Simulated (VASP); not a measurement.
The system is NbP.

```
CELL_PARAMETERS angstrom
-1.67492 1.67492 5.74011
1.67492 -1.67492 5.74011
1.67492 1.67492 -5.74011
ATOMIC_POSITIONS crystal
Nb 0.74988 0.74988 0.00000
Nb 0.49988 0.99988 0.50000
P 0.33275 0.33275 0.00000
P 0.08275 0.58275 0.50000
```

The cell is a database's computed one.

| Item | Value |
| --- | --- |
| Program | VASP 6.6.1 |
| Task | relaxation of cell and atoms |
| Functional | PBEsol |
| Potentials or basis | VASP PAW PBE potentials, release 64 (Nb_sv, P) |
| Cutoff | 520 eV |
| k mesh | 18 × 18 × 18 |
| Occupations | gaussian, width 0.1 eV |
| Spin | no spin polarisation |

At the start: pressure -6.6 GPa; volume 16.10 Å³/atom.

Question: How do energy, volume and symmetry change on relaxing?

Answer: Over 8 steps the energy falls by 12.1 meV/atom and the volume is 15.54 Å³/atom (-3.5 %); space group I4_1md (No. 109, to 0.05 Å).

The path:
| step | energy change (eV) | largest force (eV/Å) | pressure (GPa) | volume (Å³) |
| --- | --- | --- | --- | --- |
| 1 | 0.0000 | 0.0152 | -6.61 | 64.41 |
| 2 | 0.1185 | 0.0473 | 14.77 | 58.41 |
| 3 | -0.0469 | 0.0250 | -0.13 | 62.25 |
| 4 | -0.0469 | 0.0252 | 0.01 | 62.21 |
| 5 | -0.0481 | 0.0351 | 0.01 | 62.18 |
| 6 | -0.0482 | 0.0395 | 0.01 | 62.16 |
| 7 | -0.0483 | 0.0066 | -0.01 | 62.16 |
| 8 | -0.0483 | 0.0001 | -0.01 | 62.16 |

Final structure:
```yaml
crystal:
  lattice:
    - [-1.65969, 1.65969, 5.64181]
    - [1.65969, -1.65969, 5.64181]
    - [1.65969, 1.65969, -5.64181]
  atoms:
    - { symbol: Nb, position: [0.75019, 0.75019, 0.00000] }
    - { symbol: Nb, position: [0.50019, 0.00019, 0.50000] }
    - { symbol: P, position: [0.33244, 0.33244, 0.00000] }
    - { symbol: P, position: [0.08244, 0.58244, 0.50000] }
```

Caveat: the PAW data sets were made with another functional, which shifts forces and pressure a little.
